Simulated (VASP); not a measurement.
Method: PBE GGA, VASP's PBE PAW potentials (set 64) (plane waves; VASP 6.6.1).

The input files of a VASP run:

### KPOINTS
```
kpoints
0
gamma
  1 1 1
```

### POSCAR
```
Bi
1
    4.2487190000    -2.3202720000     0.0000000000
    4.2487190000     2.3202720000     0.0000000000
    2.9815930000     0.0000000000     3.8138410000
Bi
2
Direct
  0.2340000000   0.2340000000   0.2340000000
  0.7660000000   0.7660000000   0.7660000000
```

### INCAR
```
# general
SYSTEM  = Bi
PREC    = Accurate
ENCUT   = 180   # plane-wave cut-off (eV)
LREAL   = .False.
LASPH   = .True.   # aspherical one-centre terms

# electronic loop
EDIFF   = 1E-6   # SCF stop (eV)
NELM    = 100   # most electronic steps
ALGO    = Normal
LMAXMIX = 4   # l cut-off of mixed one-centre charges

# smearing
ISMEAR  = 0
SIGMA   = 0.1   # width (eV)

# functional
GGA     = PE   # PBE

# ions
ISIF    = 2   # forces and stress, cell fixed

# output
LWAVE   = .False.
LCHARG  = .False.
```

POTCAR, in this order: Bi_d (PBE.64 set). Program: vasp_std.

**Question.** What will the output report for the number of irreducible k-points (NKPTS), largest plane-wave count, number of space-group operations, FFT grid (NGX, NGY, NGZ)?

**Answer.** 
```
Item                                          Result
--------------------------------------  ------------
number of irreducible k-points (NKPTS)             1
largest plane-wave count                         411
number of space-group operations                  12
FFT grid (NGX, NGY, NGZ)                24 × 24 × 24
```

The structure is a typed Bi crystal. The cell was not relaxed at this level. The k-mesh is coarse (spacing up to 1.65 per Å, 2π included), so the numbers may not be converged in it. The run is one of a series of settings (ENCUT = 180, KPOINTS 1×1×1 Γ-centred mesh against the base run), some of them coarse on purpose.
